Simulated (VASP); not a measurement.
Calculation: rev-vdW-DF2, VASP's PBE PAW potentials (set 64) (plane waves; VASP).

Input for VASP

INCAR:
```
SYSTEM = SiC
PREC = Accurate
ENCUT = 520
EDIFF = 1E-7
NELM = 100
ALGO = Normal
LREAL = .FALSE.
LASPH = .TRUE.
ISMEAR = 0
SIGMA = 0.05
GGA = MK
PARAM1 = 0.1234568
PARAM2 = 0.7114
ZAB_VDW = -1.8867
LUSE_VDW = .TRUE.
AGGAC = 0.0
LWAVE = .FALSE.
LCHARG = .FALSE.
ISIF = 2
```

File KPOINTS:
```
Automatic mesh
0
Gamma
10 10 10
0 0 0
```

POSCAR:
```
SiC
1
    0.0000000000     2.2290531653     2.2290531653
    2.2290531653     0.0000000000     2.2290531653
    2.2290531653     2.2290531653     0.0000000000
Si C
1 1
Direct
  0.0000000000   0.0000000000   0.0000000000
  0.2500000000   0.2500000000   0.2500000000
```

POTCAR, in this order: Si C (PBE.64 set). Program: vasp_std.

The run wrote:

OSZICAR:
```
       N       E                     dE             d eps       ncg     rms          rms(c)
DAV:   1     0.829156610198E+01    0.82916E+01   -0.41524E+03   760   0.835E+02
DAV:   2    -0.144500375797E+02   -0.22742E+02   -0.22050E+02  1088   0.111E+02
DAV:   3    -0.149079680258E+02   -0.45793E+00   -0.45793E+00   848   0.197E+01
DAV:   4    -0.149098467099E+02   -0.18787E-02   -0.18787E-02  1208   0.133E+00
DAV:   5    -0.149098482384E+02   -0.15285E-05   -0.15285E-05   864   0.256E-02    0.800E+00
DAV:   6    -0.132263793735E+02    0.16835E+01   -0.79144E+00   832   0.155E+01    0.335E+00
DAV:   7    -0.131958071952E+02    0.30572E-01   -0.25596E-01  1112   0.375E+00    0.162E+00
DAV:   8    -0.131884002574E+02    0.74069E-02   -0.21356E-02   832   0.130E+00    0.165E-01
DAV:   9    -0.131885841122E+02   -0.18385E-03   -0.82520E-04  1176   0.239E-01    0.102E-01
DAV:  10    -0.131886582325E+02   -0.74120E-04   -0.22034E-04   936   0.112E-01    0.226E-02
DAV:  11    -0.131886572775E+02    0.95502E-06   -0.40126E-05   944   0.387E-02    0.988E-03
DAV:  12    -0.131886576034E+02   -0.32592E-06   -0.19876E-06   920   0.104E-02    0.210E-03
DAV:  13    -0.131886576478E+02   -0.44353E-07   -0.73089E-08   576   0.258E-03
   1 F= -.13188658E+02 E0= -.13188658E+02  d E =-.771111E-13
```

### OUTCAR
```
------------------------ aborting loop because EDIFF is reached ----------------------------------------
  FORCE on cell =-STRESS in cart. coord.  units (eV):
  Direction    XX          YY          ZZ          XY          YZ          ZX
  --------------------------------------------------------------------------------------
  Total       -1.5414824     -1.5414824     -1.5414824      0.0000000     -0.0000000     -0.0000000
  in kB     -111.4956395   -111.4956395   -111.4956395      0.0000000     -0.0000000     -0.0000000
  external PRESSURE =    -111.4956395 kB  Pullay stress =       0.0000000 kB
  volume of cell :       22.15
      direct lattice vectors                 reciprocal lattice vectors
     0.000000000  2.229053165  2.229053165    -0.224310487  0.224310487  0.224310487
     2.229053165  0.000000000  2.229053165     0.224310487 -0.224310487  0.224310487
     2.229053165  2.229053165  0.000000000     0.224310487  0.224310487 -0.224310487
  FREE ENERGIE OF THE ION-ELECTRON SYSTEM (eV)
  ---------------------------------------------------
  free  energy   TOTEN  =       -13.1886576478 eV

  energy  without entropy=      -13.1886576478  energy(sigma->0) =      -13.18865765
```
(Selected blocks of OUTCAR.)

The compound is SiC in the zinc blende structure. This cell is one point of a volume scan, at 1.06 of the reference volume.
